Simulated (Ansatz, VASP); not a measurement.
## Ga2B3: VASP beside Ansatz

```
Ga B
1.0
     3.12583    0.00000    0.00000
    -1.56291    2.70704    0.00000
     0.00000    0.00000    6.56279
Ga B
2 3
Cartesian
  0.0000 1.8047 1.2651
  1.5629 0.9023 5.2977
  0.0000 0.0000 0.0000
  0.0000 1.8047 3.3592
  1.5629 0.9023 3.2036
```

Alike in both runs: functional PBE; k mesh 12 × 12 × 6; occupations gaussian, width 0.1 eV; no spin polarisation.

Ansatz relaxed the structure, and its values are those at the end. VASP's run is a single point on that final structure, the one shown.

|  | VASP | Ansatz |
| --- | --- | --- |
| version | VASP 6.6.1 | Ansatz 0.2.0 |
| potentials or method | VASP PAW PBE potentials, release 64 (Ga_d, B) | scalar-relativistic, plane waves, PAW |
| plane-wave cutoff (eV) | 520 | 420 |
| valence electrons in the cell | 35 | 35 |

|  | VASP | Ansatz | Ansatz less VASP |
| --- | --- | --- | --- |
| gap on the k mesh at the Fermi level (eV) | none | none | - |
| pressure (GPa) | 0.1 | 0.0 | -0.06 |

A gap of «none» marks a metal or a gap that the smearing closes.
